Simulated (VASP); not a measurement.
Computed with PBE GGA, VASP's PBE PAW potentials (set 64) (plane waves; VASP 6.6.1).

The input files of a VASP run:

KPOINTS:
```
Regular mesh
0
G
 9 9 9
0 0 0
```

POSCAR:
```
Sb
1
    3.9573420000    -2.1550000000     0.0000000000
    3.9573420000     2.1550000000     0.0000000000
    2.7838200000     0.0000000000     3.5432930000
Sb
2
Direct
  0.2335000000   0.2335000000   0.2335000000
  0.7665000000   0.7665000000   0.7665000000
```

### INCAR
```
ALGO = Damped
EDIFF = 1E-6
ENCUT = 400
GGA = PE
ISIF = 2
ISMEAR = 1
LASPH = T
LCHARG = F
LMAXMIX = 4
LREAL = F
LWAVE = F
NELM = 100
PREC = Accurate
SIGMA = 0.1
SYSTEM = Sb
```

POTCAR, in this order: Sb (PBE.64 set). Program: vasp_std.

Output

OUTCAR:
```
 ion  position               nearest neighbor table
   1  0.233  0.233  0.233-   2 2.91   2 2.91   2 2.91   2 3.35   2 3.35   2 3.35
   2  0.767  0.767  0.767-   1 2.91   1 2.91   1 2.91   1 3.35   1 3.35   1 3.35
  LATTYP: Found a trigonal (rhomboedric) cell.
 ALAT       =     4.5060604418
 COS(alpha) =     0.5425636908
 Subroutine PRICEL returns:
 Original cell was already a primitive cell.
 Subroutine GETGRP returns: Found 12 space group operations
The static configuration has the point symmetry D_3d.
The dynamic configuration has the point symmetry D_3d.
 Subroutine INISYM returns: Found 12 space group operations
 Subroutine IBZKPT returns following result:
 Found     85 irreducible k-points:

 Following reciprocal coordinates:
            Coordinates               Weight
  0.000000  0.000000  0.000000      1.000000
  0.111111 -0.000000 -0.000000      6.000000
  0.222222 -0.000000  0.000000      6.000000
  0.333333  0.000000 -0.000000      6.000000
  0.444444 -0.000000  0.000000      6.000000
  0.111111  0.111111 -0.000000      6.000000
  0.222222  0.111111 -0.000000     12.000000
  0.333333  0.111111 -0.000000     12.000000
...
```

File OSZICAR:
```
       N       E                     dE             d eps       ncg     rms           ort
DAV:   1     0.579993824534E+02    0.57999E+02   -0.29332E+03   765   0.756E+02
DAV:   2     0.560539201685E+01   -0.52394E+02   -0.51383E+02   765   0.163E+02
DAV:   3    -0.484256120368E+01   -0.10448E+02   -0.10065E+02   765   0.800E+01
DAV:   4    -0.731966383591E+01   -0.24771E+01   -0.24370E+01   765   0.394E+01
DAV:   5    -0.796455799508E+01   -0.64489E+00   -0.63326E+00   765   0.186E+01
SDA:   6    -0.796120315609E+01    0.33548E-02   -0.19091E+00   765   0.477E+00   0.000E+00
DMP:   7    -0.811276747788E+01   -0.15156E+00   -0.11518E+00   765   0.182E+00   0.277E+00
DMP:   8    -0.819667718823E+01   -0.83910E-01   -0.42807E-01   765   0.624E-01   0.117E+00
DMP:   9    -0.822507002577E+01   -0.28393E-01   -0.16468E-01   765   0.293E-01   0.311E-01
DMP:  10    -0.823916038631E+01   -0.14090E-01   -0.10730E-01   765   0.183E-01   0.223E-01
DMP:  11    -0.824834387741E+01   -0.91835E-02   -0.57553E-02   765   0.829E-02   0.160E-01
DMP:  12    -0.825298702822E+01   -0.46432E-02   -0.24014E-02   765   0.308E-02   0.765E-02
DMP:  13    -0.825484032413E+01   -0.18533E-02   -0.90048E-03   765   0.115E-02   0.289E-02
DMP:  14    -0.825551601764E+01   -0.67569E-03   -0.32627E-03   765   0.424E-03   0.102E-02
DMP:  15    -0.825575037156E+01   -0.23435E-03   -0.10469E-03   765   0.136E-03   0.330E-03
DMP:  16    -0.825581999614E+01   -0.69625E-04   -0.28450E-04   765   0.406E-04   0.800E-04
DMP:  17    -0.825583729631E+01   -0.17300E-04   -0.84423E-05   765   0.158E-04   0.139E-04
DMP:  18    -0.825584250359E+01   -0.52073E-05   -0.39021E-05   765   0.801E-05   0.458E-05
DMP:  19    -0.825584525214E+01   -0.27485E-05   -0.22026E-05   765   0.404E-05   0.383E-05
DMP:  20    -0.825584691589E+01   -0.16637E-05   -0.11645E-05   765   0.188E-05   0.271E-05
DMP:  21    -0.825584781531E+01   -0.89942E-06   -0.55062E-06   765   0.798E-06   0.151E-05
   1 F= -.82558478E+01 E0= -.82557799E+01  d E =-.203657E-03
```

File OUTCAR:
```
------------------------ aborting loop because EDIFF is reached ----------------------------------------
  FORCE on cell =-STRESS in cart. coord.  units (eV):
  Direction    XX          YY          ZZ          XY          YZ          ZX
  --------------------------------------------------------------------------------------
  Total        0.9434689      1.1183049      1.0991274      0.0000000      0.0000000     -0.0579051
  in kB       25.0121055     29.6471470     29.1387339      0.0000000      0.0000000     -1.5351096
  external PRESSURE =      27.9326622 kB  Pullay stress =       0.0000000 kB
  volume of cell :       60.43
      direct lattice vectors                 reciprocal lattice vectors
     3.957342000 -2.155000000  0.000000000     0.126347432 -0.232018561 -0.099265996
     3.957342000  2.155000000  0.000000000     0.126347432  0.232018561 -0.099265996
     2.783820000  0.000000000  3.543293000     0.000000000  0.000000000  0.282223344
 POSITION                                       TOTAL-FORCE (eV/Angst)
 -----------------------------------------------------------------------------------
      2.49810      0.00000      0.82736         0.204892      0.000000      0.067859
      8.20040      0.00000      2.71593        -0.204892      0.000000     -0.067859
 -----------------------------------------------------------------------------------
    total drift:                               -0.000000      0.000000     -0.000000
  FREE ENERGIE OF THE ION-ELECTRON SYSTEM (eV)
  ---------------------------------------------------
  free  energy   TOTEN  =        -8.2558478153 eV

  energy  without entropy=       -8.2556441579  energy(sigma->0) =       -8.25577993
```
(Selected blocks of OUTCAR.)

The compound is Sb in the a7 structure. The cell was not relaxed at this level. The run is one of a series of settings (ALGO = Damped against the base run), some of them coarse on purpose.
